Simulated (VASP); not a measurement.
```yaml
crystal:
  lattice:
    - [2.95198, 0.00000, 0.00000]
    - [0.00000, 2.95198, 0.00000]
    - [0.00000, 0.00000, 2.95198]
  atoms:
    - { symbol: Ag, position: [0.00000, 0.00000, 0.00000] }
    - { symbol: F, position: [0.50000, 0.50000, 0.50000] }
```

Computed with PBEsol GGA, VASP's PBE PAW potentials (set 64) (plane waves; VASP). Settings: 520 eV cut-off, 11×11×11 Γ-centred mesh, first-order Methfessel-Paxton smearing of 0.10 eV, potentials Ag F.

Question: Estimate the energy per atom (σ→0), band gap (on the k-mesh) with the smallest direct gap where there is one.

Answer: 
| Item | Value |
|---|---|
| band gap (on the k-mesh) | none (metal, semimetal or under 0.01 eV) |
| energy per atom (σ→0) | -3.493 eV/atom |

The absolute energy has meaning only against runs of the same code, potentials and settings.

The structure was generated: AgF was put into the CsCl type type (Pm-3m), which need not be its known phase. It was relaxed first, which changed the volume by +42 %. The start is the result of an earlier pass.
